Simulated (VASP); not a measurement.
Set up this calculation in VASP 6.6.1, as the native input.

* Task: relaxation of cell and atoms
* Functional: PBE
* Potentials or basis: VASP PAW PBE potentials, release 64 (Sn_d, Ge_d, O)
* Cutoff: 520 eV
* k mesh: 4 × 4 × 2
* Occupations: gaussian, width 0.15 eV
* Spin: no spin polarisation
* Further INCAR settings: PREC = Normal; ALGO = Fast; EDIFF = 0.0001; IBRION = 2; EDIFFG = -0.08; NSW = 24; ISIF = 3

The structure of Sn2GeO2 lies in POSCAR:

```
Sn2GeO2
1.0
    3.8400097900      0.0000000000      0.0000000000
   -1.9200048900      3.3255460300      0.0000000000
    0.0000000000      0.0000000000      6.7804322500
Sn Ge O
2 1 2
Direct
    0.3333333300      0.6666666700      0.2107614700
    0.6666666700      0.3333333300      0.7892385300
    0.0000000000      0.0000000000      0.5000000000
    0.3333333300      0.6666666700      0.8751271400
    0.6666666700      0.3333333300      0.1248728600
```

The cell was built by a generator and needn't be a form met in nature.

These files were run (other wordings do the same):

INCAR

```
SYSTEM = Sn2GeO2
PREC = Normal
ENCUT = 520
EDIFF = 1E-4
ISMEAR = 0
SIGMA = 0.15
LREAL = .False.
LASPH = .True.
NELM = 60
ALGO = Fast
ISIF = 3
LWAVE = .False.
LCHARG = .False.
GGA = PE
IBRION = 2
NSW = 24
EDIFFG = -0.08
KPAR = 2
```

KPOINTS

```
regular mesh
0
Gamma
  4 4 2
  0 0 0
```

Potentials or basis: VASP PAW PBE potentials, release 64 (Sn_d, Ge_d, O).

Run with:

```sh
$ cat potpaw_PBE.64/Sn_d/POTCAR potpaw_PBE.64/Ge_d/POTCAR potpaw_PBE.64/O/POTCAR > POTCAR
$ mpirun -np 2 vasp_std > vasp.out
```

Results of the run:

```json
{"Relaxed volume": "17.80 Å³/atom", "Relaxed cell": "a = 3.714 Å, b = 3.714 Å, c = 7.450 Å, α = 90.00°, β = 90.00°, γ = 120.00°", "Space group after relaxing (to 0.05 Å)": "P-3m1 (No. 164)", "Energy gained by relaxing": "50.2 meV/atom", "Ionic steps": "14", "Pressure after relaxing": "0.4 GPa", "Largest force after relaxing": "0.074 eV/Å", "Band gap on the k mesh": "none (metal or under the smearing width)"}
```

Caveat: the k mesh is coarse (spacing up to 0.47 Å⁻¹), so the values aren't converged; the relaxation stopped at a loose force limit of 0.08 eV/Å, so its end isn't a converged minimum.

Run time: 46 s on 2 MPI ranks on AMD EPYC 9R45 96-Core Processor (Zen 5) (shared host), peak memory 0.15 GiB a rank.
